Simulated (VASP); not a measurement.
These are r2SCAN meta-GGA, VASP's PBE PAW potentials (set 64) (plane waves; VASP) values and carry that method's errors.

A VASP calculation is set up with these files.

### POSCAR
```
Nb(110) slab
1
    2.8612210825     0.0000000000     0.0000000000
   -0.9537403608     2.6975852317     0.0000000000
    0.0000000000     0.0000000000    24.3622240053
Nb
4
Direct
  0.7500000000   0.2500000000   0.3609773405
  0.2500000000   0.7500000000   0.4515488623
  0.7500000000   0.2500000000   0.5484511377
  0.2500000000   0.7500000000   0.6390226595
```

INCAR:
```
SYSTEM = Nb(110) slab
PREC = Normal
ENCUT = 400
EDIFF = 1E-6
NELM = 100
ALGO = Normal
LREAL = .FALSE.
LASPH = .TRUE.
ISMEAR = 1
SIGMA = 0.1
METAGGA = R2SCAN
LMIXTAU = .TRUE.
LMAXMIX = 4
LWAVE = .FALSE.
LCHARG = .FALSE.
NELMIN = 4
LDIPOL = .TRUE.
IDIPOL = 3
DIPOL = 0.5 0.5 0.5
LVHAR = .TRUE.
LORBIT = 11
```

KPOINTS:
```
Automatic mesh
0
Gamma
10 10 1
0 0 0
```

POTCAR, in this order: Nb_sv (PBE.64 set). Program: vasp_std. Read from the step before: WAVECAR.

Output

### OUTCAR
```
 ion  position               nearest neighbor table
   1  0.750  0.250  0.361-   2 2.76   2 2.76
   2  0.250  0.750  0.452-   1 2.76   1 2.76   3 2.88   3 2.88
   3  0.750  0.250  0.548-   4 2.76   4 2.76   2 2.88   2 2.88
   4  0.250  0.750  0.639-   3 2.76   3 2.76
  LATTYP: Found a base centered orthorhombic cell.
 ALAT       =     3.3038536266
 B/A-ratio  =     1.4142135405
 C/A-ratio  =     7.3738811578
 Subroutine PRICEL returns:
 Original cell was already a primitive cell.
 Subroutine GETGRP returns: Found  8 space group operations
The static configuration has the point symmetry C_2h.
 The point group associated with its full space group is D_2h.
The dynamic configuration has the point symmetry C_2h.
 Subroutine INISYM returns: Found  8 space group operations
 Subroutine IBZKPT returns following result:
 Found     31 irreducible k-points:

 Following reciprocal coordinates:
            Coordinates               Weight
  0.000000  0.000000  0.000000      1.000000
  0.100000  0.000000  0.000000      4.000000
  0.200000  0.000000  0.000000      4.000000
  0.300000  0.000000  0.000000      4.000000
...
```

### OSZICAR
```
       N       E                     dE             d eps       ncg     rms          rms(c)
DAV:   1    -0.972501552640E+02   -0.97250E+02   -0.60922E-03  3204   0.408E-01    0.138E-01
DAV:   2    -0.972548511788E+02   -0.46959E-02   -0.66120E-02  3236   0.166E+00    0.369E-01
DAV:   3    -0.972485962604E+02    0.62549E-02   -0.32451E-02  2916   0.119E+00    0.232E-02
DAV:   4    -0.972482348170E+02    0.36144E-03   -0.12783E-03  2679   0.181E-01    0.113E-02
DAV:   5    -0.972486019884E+02   -0.36717E-03   -0.24490E-04  2202   0.131E-01    0.727E-03
DAV:   6    -0.972487643350E+02   -0.16235E-03   -0.93301E-05  2188   0.773E-02    0.481E-03
DAV:   7    -0.972487964726E+02   -0.32138E-04   -0.44881E-05  2269   0.629E-02    0.207E-03
DAV:   8    -0.972488214032E+02   -0.24931E-04   -0.26342E-05  2155   0.549E-02    0.878E-04
DAV:   9    -0.972487822110E+02    0.39192E-04   -0.33797E-05  2041   0.668E-02    0.105E-03
DAV:  10    -0.972488036105E+02   -0.21399E-04   -0.15218E-05  2034   0.432E-02    0.562E-04
DAV:  11    -0.972487765344E+02    0.27076E-04   -0.16853E-05  2020   0.461E-02    0.633E-04
DAV:  12    -0.972488167701E+02   -0.40236E-04   -0.22139E-05  2006   0.551E-02    0.875E-04
DAV:  13    -0.972488139158E+02    0.28543E-05   -0.37100E-06  1594   0.196E-02    0.571E-04
DAV:  14    -0.972488035879E+02    0.10328E-04   -0.14026E-06  1559   0.129E-02    0.565E-04
DAV:  15    -0.972488039347E+02   -0.34682E-06   -0.71955E-07  1430   0.909E-03
   1 F= -.97248804E+02 E0= -.97248573E+02  d E =-.692054E-03
```

File OUTCAR:
```
------------------------ aborting loop because EDIFF is reached ----------------------------------------
  FORCE on cell =-STRESS in cart. coord.  units (eV):
  Direction    XX          YY          ZZ          XY          YZ          ZX
  --------------------------------------------------------------------------------------
  Total       -2.5262591     -2.2711830     -0.4543767      0.3607323      0.0000000      0.0000000
  in kB      -21.5250884    -19.3517032     -3.8715340      3.0736335      0.0000000      0.0000000
  external PRESSURE =     -14.9161085 kB  Pullay stress =       0.0000000 kB
  volume of cell :      188.04
      direct lattice vectors                 reciprocal lattice vectors
     2.861221083  0.000000000  0.000000000     0.349501129  0.123567304  0.000000000
    -0.953740361  2.697585232  0.000000000     0.000000000  0.370701911  0.000000000
     0.000000000  0.000000000 24.362224005     0.000000000  0.000000000  0.041047156
 POSITION                                       TOTAL-FORCE (eV/Angst)
 -----------------------------------------------------------------------------------
      1.90748      0.67440      8.79421         0.000000      0.000000      0.030422
      0.00000      2.02319     11.00073         0.000000      0.000000     -0.003564
      1.90748      0.67440     13.36149         0.000000      0.000000      0.003564
      0.00000      2.02319     15.56801        -0.000000      0.000000     -0.030422
 -----------------------------------------------------------------------------------
    total drift:                               -0.000000      0.000000     -0.000000
  FREE ENERGIE OF THE ION-ELECTRON SYSTEM (eV)
  ---------------------------------------------------
  free  energy   TOTEN  =       -97.2488039347 eV

  energy  without entropy=      -97.2481118803  energy(sigma->0) =      -97.24857325

 total charge

# of ion       s       p       d       tot
------------------------------------------
    1        2.221   5.956   2.547  10.723
    2        2.223   6.011   2.491  10.726
    3        2.223   6.011   2.491  10.726
    4        2.221   5.956   2.547  10.723
--------------------------------------------------
tot          8.886  23.934  10.076  42.896
```
(Selected blocks of OUTCAR.)

The cell is a thin slab with vacuum, built from Nb (bcc): (110) face.
